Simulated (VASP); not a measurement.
ZnGe2N2, 5 atoms in the cell. The structure is trigonal, space group P-3m1 (No. 164). The conventional cell has a = 3.050 Å, b = 3.050 Å, c = 8.906 Å, α = 90.00°, β = 90.00°, γ = 120.00°. Zn (site symmetry -3m) has 6 N at 2.26 Å as nearest neighbours. Ge (site symmetry 3m) is surrounded by 3 N at 2.09 Å. N (site symmetry 3m) is surrounded by 3 Ge at 2.09 Å and 3 Zn at 2.26 Å. The cell was built by a generator and needn't be a form met in nature.

* Program: VASP 6.6.1
* Task: density of states
* Functional: PBE
* Potentials or basis: VASP PAW PBE potentials, release 64 (Zn, Ge_d, N)
* Cutoff: 520 eV
* k mesh: 10 × 10 × 4
* Occupations: gaussian, width 0.03 eV
* Spin: no spin polarisation
* k mesh for the DOS: 15 × 15 × 6
* Occupations for the DOS: tetrahedron
* Further INCAR settings: ALGO = Normal; EDIFF = 1e-07

Potentials or basis: VASP PAW PBE potentials, release 64 (Zn, Ge_d, N).

Launch:

```bash
$ cat potpaw_PBE.64/Zn/POTCAR potpaw_PBE.64/Ge_d/POTCAR potpaw_PBE.64/N/POTCAR > POTCAR
$ cp INCAR.step1 INCAR
$ cp KPOINTS.step1 KPOINTS
$ mpirun -np 4 vasp_std > vasp.out
$ cp INCAR.step2 INCAR
$ cp KPOINTS.step2 KPOINTS
$ mpirun -np 4 vasp_std > vasp.out
```

Hardware: 4 MPI ranks on Intel(R) Xeon(R) Platinum 8259CL CPU @ 2.50GHz (Skylake/Cascade Lake), on a shared host.

**Question.** How long does it take, and how much memory?

**Answer.** Run time: 73 s on 4 MPI ranks on Intel(R) Xeon(R) Platinum 8259CL CPU @ 2.50GHz (Skylake/Cascade Lake) (shared host), peak memory 0.41 GiB a rank. Counts: scf iterations 10, k points 146.
